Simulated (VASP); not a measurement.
Input for VASP

### INCAR
```
ALGO = Normal
EDIFF = 1E-7
ENCUT = 520
GGA = PE
ISIF = 2
ISMEAR = -5
IVDW = 13
LASPH = .True.
LCHARG = .True.
LMAXMIX = 6
LORBIT = 11
LREAL = .False.
LWAVE = .False.
NEDOS = 601
NELM = 100
PREC = Accurate
SYSTEM = Lu
```

File KPOINTS:
```
kpoints
0
Gamma
13 13 8
0 0 0
```

POSCAR:
```
Lu
3.490220
  0.5000000597  -0.8660255318   0.0000000000
  0.5000000597   0.8660255318   0.0000000000
  0.0000000000   0.0000000000   1.5614303708
Lu
2
Cart
  0.5000000597   0.2886757546   0.3903575927
  0.5000000597  -0.2886757546   1.1710727781
```

POTCAR, in this order: Lu_3 (PBE.64 set). Program: vasp_std.

**Question.** Write an equivalent input for Ansatz.

**Answer.** One equivalent input (not run):
Ansatz 0.2 input:
```yaml
crystal:
  lattice:
    - [1.7451102, -3.0226196, 0.0000000]
    - [1.7451102, 3.0226196, 0.0000000]
    - [0.0000000, 0.0000000, 5.4497355]
  atoms:
    - { symbol: Lu, position: [0.3333330, 0.6666670, 0.2500000] }
    - { symbol: Lu, position: [0.6666670, 0.3333330, 0.7500000] }
kpoints:
  mp_grid: { grid: [13, 13, 8] }
hamiltonian:
  xc: pbe
  dispersion: d4
  pseudopotentials: { kind: paw }
scf:
  occupations: { method: tetrahedron }
  max_iter: 100
output: { forces: true, stress: true, eigenvalues: true }
```
The two are equivalent in intent, not identical: each code has its own PAW files, so the cut-off isn't converted (ENCUT is set for VASP's; basis.ecutwfc is left out, and Ansatz then takes the one that its files recommend); Ansatz stops its SCF on the density residual and VASP on the energy change (EDIFF).

The compound is Lu in the hcp structure. It was relaxed first.
